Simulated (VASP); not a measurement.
Input:

```
Pd
1.0
    0.00000     1.94500     1.94500
    1.94500     0.00000     1.94500
    1.94500     1.94500     0.00000
Pd
1
Direct
  0.00000   0.00000   0.00000
```

Calculation: TPSS meta-GGA, VASP's PBE PAW potentials (set 64) (plane waves; VASP). Settings: 520 eV cut-off, 14×14×14 Γ-centred mesh, first-order Methfessel-Paxton smearing of 0.10 eV, potentials Pd.

### Question
The ions, cell shape and volume are relaxed. What does this cell relax into?

### Answer

```
Pd
1.0
    0.00000     1.95259     1.95259
    1.95259     0.00000     1.95259
    1.95259     1.95259     0.00000
Pd
1
Direct
  0.00000   0.00000   0.00000
```
Space group Fm-3m (225), at a tolerance of 0.03 Å.

### Question
How do energy and volume change from the first to the last step?

### Answer
The energy (σ→0) changes by -1.2 meV/atom and the volume by +1.2 %, in 3 ionic steps.

The compound is Pd in the fcc structure. This run relaxes it. Symmetry was kept, so distortions that lower it aren't found.
